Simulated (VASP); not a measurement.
# H6C2O in VASP: further runs, part 2 of 2

VASP 6.6.1.

**3. Single point, r2SCAN+D3(BJ)**

File POSCAR:

```
H6C2O
1.0
    7.5290720000      0.0000000000      0.0000000000
    0.0000000000      7.5290720000      0.0000000000
    0.0000000000      0.0000000000      7.5290720000
C O H
8 4 24
Direct
    0.3274639956      0.0391283282      0.8168337346
    0.5099300418      0.1286081472      0.8388284771
    0.8848766488      0.1382374880      0.3045528054
    0.8381511028      0.2118189333      0.4806302822
    1.0391320471      0.6394812003      0.5373437789
    0.8610755748      0.7337292033      0.5561774413
    0.2097336830      0.5073799268      0.0607378970
    0.0258996062      0.5688350437      0.0410409145
    0.5006327473      0.2984564366      0.7600936742
    0.9932565395      0.1920821052      0.5922110985
    0.7357214807      0.6393749455      0.6724201867
   -0.0553587481      0.4662061938     -0.0939425204
    0.6116690078      0.3553691610      0.7391481978
    0.5430948197      0.1404289931      0.9773581658
    0.6102345681      0.0445074771      0.7670267996
    0.3270788219     -0.0776722550      0.9043876855
    0.2214349923      0.1340404236      0.8559886265
    0.2855066335      0.0143709610      0.6731241247
    0.9874523713      0.2482776098      0.7188800957
    0.8107240839      0.3563254542      0.4721033349
    0.7278054985      0.1319950188      0.5290293412
    0.7659509698      0.1303082239      0.2230819416
    0.9881828730      0.2110087405      0.2276641796
    0.9255987989      0.0007039380      0.3273710226
    0.6204217465      0.6812924621      0.6494558692
    0.8913183457      0.8688056111      0.6129440654
    0.7913724294      0.7518722095      0.4255371711
    1.1306174254      0.7086530717      0.4436801773
    1.0964830725      0.6185357239      0.6651151696
    1.0412837067      0.5154287275      0.4738432572
   -0.1531530048      0.5197851741     -0.1525818853
   -0.0587721833      0.5793941139      0.1639113027
    0.0192852452      0.6993424953     -0.0008633202
    0.2755983739      0.5467074827      0.1881108323
    0.2134658826      0.3628202785      0.0462341176
    0.2908060914      0.5723016064     -0.0483857772
```

File INCAR.step1:

```
PREC     = Accurate       # precision mode
ENCUT    = 520            # plane-wave cutoff, eV
ISMEAR   = -1             # smearing method
SIGMA    = 0.05           # smearing width, eV
LREAL    = Auto         
LASPH    = True           # aspherical terms in the spheres
NELM     = 100            # most SCF steps
NBANDS   = 64             # bands
GGA      = PE             # functional
ALGO     = Normal         # electronic algorithm
EDIFF    = 1E-4           # SCF threshold, eV
LWAVE    = True           # write WAVECAR
LCHARG   = False          # write CHGCAR
```

File INCAR.step2:

```
PREC     = Accurate       # precision mode
ENCUT    = 520            # plane-wave cutoff, eV
EDIFF    = 1E-6           # SCF threshold, eV
ISMEAR   = -1             # smearing method
SIGMA    = 0.05           # smearing width, eV
LREAL    = Auto         
LASPH    = True           # aspherical terms in the spheres
NELM     = 100            # most SCF steps
ALGO     = Normal         # electronic algorithm
ISIF     = 2              # what is computed and relaxed
LWAVE    = False          # write WAVECAR
LCHARG   = True           # write CHGCAR
METAGGA  = R2SCAN         # meta-GGA
LMIXTAU  = True         
IVDW     = 12             # dispersion correction
VDW_S6   = 1.0          
VDW_S8   = 0.78981345   
VDW_A1   = 0.49484001   
VDW_A2   = 5.73083694   
LELF     = True           # ELF
LVHAR    = True         
NBANDS   = 64             # bands
ISTART   = 1
```

File KPOINTS:

```
Automatic mesh
0
Gamma
  1 1 1
```

Potentials or basis: VASP PAW PBE potentials, release 64 (C, O, H).

Started as:

```bash
> cat potpaw_PBE.64/C/POTCAR potpaw_PBE.64/O/POTCAR potpaw_PBE.64/H/POTCAR > POTCAR
> cp INCAR.step1 INCAR
> mpirun -np 1 vasp_gam > vasp.out
> cp INCAR.step2 INCAR
> mpirun -np 1 vasp_gam > vasp.out
```

It took 5.9 min on 1 thread of AMD EPYC, shared host; peak memory 0.42 GiB.

The run converged. Its results:

* Free energy: -198.6974 eV
* Pressure: -0.6 GPa
* Largest force: 2.865 eV/Å
* Band gap on the k mesh: 5.24 eV, direct
* Dispersion energy per atom: -0.016 eV

Forces on the atoms (eV/Å):
```
C   -0.458  0.790 -0.755
C   -0.221 -0.699 -1.539
C    0.533 -0.429 -1.059
C    0.932  1.157  0.851
C   -0.080  1.077 -0.740
C   -0.147  0.769 -0.584
C    2.070  0.504  0.041
C   -2.115 -0.327  0.926
O   -1.031  0.385 -0.282
O    0.123  0.456  2.252
O    1.882 -0.479  0.047
O    0.775 -1.927  0.303
H    0.775 -0.080  0.064
H    0.257 -0.118  0.660
H   -0.234  0.363  0.630
H   -0.365 -0.006 -0.441
H    0.497 -0.428  0.358
H    0.871 -0.206  1.327
H   -0.455 -0.726 -2.735
H   -0.545 -0.539  0.083
H   -0.382  0.329  0.401
H   -0.168  0.133 -0.218
H   -0.424 -0.310  0.591
H    0.327  0.050 -0.296
H   -1.184  0.506 -0.205
H   -0.425 -0.696 -0.269
H    0.542 -0.102  0.652
H   -0.480  0.538  0.859
H    0.594  0.129  0.663
H   -0.800 -1.714 -0.424
H   -0.752  1.057 -0.288
H    0.530 -0.936 -0.253
H    0.330  2.511 -0.826
H   -0.569 -0.273 -0.621
H    0.257  0.180  0.068
H   -0.462 -0.938  0.757
```

Stress tensor (GPa, compression positive):
```
-0.46 -0.95  0.40
-0.95  0.57 -0.56
 0.40 -0.56 -1.91
```

Levels at points of the mesh, in eV from the valence-band top:
```csv
k point,band 37,band 38,band 39,band 40,band 41,band 42,band 43,band 44
"(0.00, 0.00, 0.00)",-0.93,-0.16,-0.14,0.00,5.24,6.70,6.97,7.22
```

Caveat: the PAW data sets were made with another functional, which shifts forces and pressure a little.

**4. Single point, r2SCAN+D3(BJ)**

File POSCAR:

```
H6C2O
1.0
    7.5290720000      0.0000000000      0.0000000000
    0.0000000000      7.5290720000      0.0000000000
    0.0000000000      0.0000000000      7.5290720000
C O H
8 4 24
Direct
    0.3219520281      0.0514804481      0.8322672436
    0.5023461059      0.1323669106      0.8565464642
    0.8863509341      0.1532991051      0.2894380609
    0.8297968196      0.2045670436      0.4854648754
    1.0350412375      0.6534271421      0.5273159826
    0.8612216751      0.7360136814      0.5539460906
    0.2146346854      0.5098105052      0.0618402905
    0.0274403007      0.5667763570      0.0333507237
    0.5120551377      0.2981509541      0.7690987681
    0.9772386291      0.1776580168      0.5965011359
    0.7489103571      0.6395343277      0.6677051302
   -0.0462739631      0.4513172407     -0.1038507800
    0.6344872250      0.3380097839      0.7781569893
    0.5323630854      0.1452635863      0.9974004764
    0.5863405211      0.0340679436      0.7893403065
    0.3201988240     -0.0770347262      0.8962060663
    0.2335081933      0.1488364037      0.8993804283
    0.2895177520      0.0287817675      0.6951454309
    1.0040812467      0.2593546721      0.6930601806
    0.7870558284      0.3431232959      0.4841765360
    0.7237943800      0.1164685369      0.5295738970
    0.7823009263      0.1748289829      0.1924805607
    0.9928713658      0.2442532094      0.2574022403
    0.9307654383      0.0182891065      0.2762624663
    0.6246985020      0.6683559408      0.6826870563
    0.8786873070      0.8708510159      0.6032350335
    0.7848776051      0.7531738307      0.4309163201
    1.1188231431      0.7429069612      0.4523399431
    1.1009192102      0.6453384959      0.6599086846
    1.0307379183      0.5212860230      0.4645061171
   -0.1398844373      0.5127457939     -0.1674044291
   -0.0633411395      0.5716640776      0.1476543192
    0.0125779113      0.6989573217     -0.0326202220
    0.2880169030      0.5975769657      0.1470035085
    0.2330433286      0.3742293871      0.1199085359
    0.2988283284      0.5065033247     -0.0557306398
```

File INCAR.step1:

```
SYSTEM = H6C2O
PREC = Accurate
ENCUT = 520
ISMEAR = -1
SIGMA = 0.05
LREAL = Auto
LASPH = .TRUE.
NELM = 100
NBANDS = 64
GGA = PE
ALGO = Normal
EDIFF = 1E-4
LWAVE = .TRUE.
LCHARG = .FALSE.
```

File INCAR.step2:

```
SYSTEM = H6C2O
PREC = Accurate
ENCUT = 520
EDIFF = 1E-7
ISMEAR = -1
SIGMA = 0.05
LREAL = Auto
LASPH = .TRUE.
NELM = 100
ALGO = Normal
ISIF = 2
LWAVE = .FALSE.
LCHARG = .TRUE.
METAGGA = R2SCAN
LMIXTAU = .TRUE.
IVDW = 12
VDW_S6 = 1.0
VDW_S8 = 0.78981345
VDW_A1 = 0.49484001
VDW_A2 = 5.73083694
LELF = .TRUE.
LVHAR = .TRUE.
NBANDS = 64
ISTART = 1
```

File KPOINTS:

```
Automatic mesh
0
G
  1 1 1
  0 0 0
```

Started as:

```bash
> cat potpaw_PBE.64/C/POTCAR potpaw_PBE.64/O/POTCAR potpaw_PBE.64/H/POTCAR > POTCAR
> cp INCAR.step1 INCAR
> mpirun -np 1 vasp_gam > vasp.out
> cp INCAR.step2 INCAR
> mpirun -np 1 vasp_gam > vasp.out
```

It took 6.8 min on 1 thread of AMD EPYC, shared host; peak memory 0.42 GiB.

Results (log left out):

```yaml
Free_energy: -199.0242 eV
Pressure: 0.2 GPa
Largest_force: 2.969 eV/Å
Band_gap_on_the_k_mesh: 5.12 eV, direct
Dispersion_energy_per_atom: -0.016 eV
```

Forces in eV/Å, atoms in the order of the input:
```
C   -0.475  1.288  1.063
C    0.110 -1.126 -0.808
C   -0.362  1.026  1.412
C    0.313 -0.395 -1.428
C    1.146 -0.870  1.059
C   -1.930  1.898 -1.220
C    1.067 -0.886  0.645
C   -1.195  0.529 -2.133
O    0.323  0.491 -0.012
O    1.213 -0.591  0.292
O   -0.130 -1.868  1.781
O    0.109 -0.959  0.597
H   -0.257 -0.022 -0.113
H    0.274 -0.084  0.172
H    0.963  0.236  0.347
H   -0.195 -0.236  0.477
H   -0.435 -0.881 -0.561
H   -0.269  0.345 -0.525
H   -0.766  0.272 -0.312
H   -0.244  0.019  0.129
H   -0.453  0.165  0.002
H   -0.400  0.107 -0.001
H    0.387 -0.031 -0.280
H    0.270 -0.514  0.190
H    0.438  0.575 -0.635
H    0.178  0.264  0.308
H    0.314 -0.068 -0.412
H    0.042  0.144 -0.455
H   -0.198 -0.371 -0.665
H    0.076  0.309  0.242
H   -0.012  0.453 -0.116
H    0.453 -0.377  0.204
H    0.700 -0.093  0.770
H    0.014  0.539  0.748
H   -0.568  0.684 -0.178
H   -0.502  0.027 -0.582
```

Stress tensor (GPa, compression positive):
```
 1.05 -0.06  0.03
-0.06  0.02 -1.30
 0.03 -1.30 -0.42
```

Levels at points of the mesh, in eV from the valence-band top:
| k point | band 36 | band 37 | band 38 | band 39 | band 40 | band 41 | band 42 | band 43 | band 44 | band 45 |
| --- | --- | --- | --- | --- | --- | --- | --- | --- | --- | --- |
| (0.00, 0.00, 0.00) | -1.34 | -0.71 | -0.41 | -0.27 | 0.00 | 5.12 | 6.60 | 6.86 | 7.07 | 7.21 |

Caveat: the PAW data sets were made with another functional, which shifts forces and pressure a little. r2SCAN opens gaps a little over a GGA but as a rule still falls short of measured ones.
